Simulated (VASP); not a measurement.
Input:

```
Mg
1.0
    2.98701     0.00000     0.00000
    0.00000     2.98701     0.00000
    0.00000     0.00000     2.98701
Mg
1
Direct
  0.00000   0.00000   0.00000
```

These are r2SCAN meta-GGA, VASP's PBE PAW potentials (set 64) (plane waves; VASP) values and carry that method's errors. Run with 400 eV cut-off, 11×11×11 Γ-centred mesh, first-order Methfessel-Paxton smearing of 0.10 eV, potentials Mg.

### Question
What does the run give for the energy per atom (σ→0), band gap (on the k-mesh) with the smallest direct gap where there is one?

### Answer

| Property | Value |
|---|---|
| band gap (on the k-mesh) | none (metal, semimetal or under 0.01 eV) |
| energy per atom (σ→0) | -3.694 eV/atom |

The absolute energy has meaning only against runs of the same code, potentials and settings.

The structure was generated: Mg was put into the simple-cubic type (Pm-3m), which need not be its known phase. It was relaxed first. The start is the result of an earlier pass.
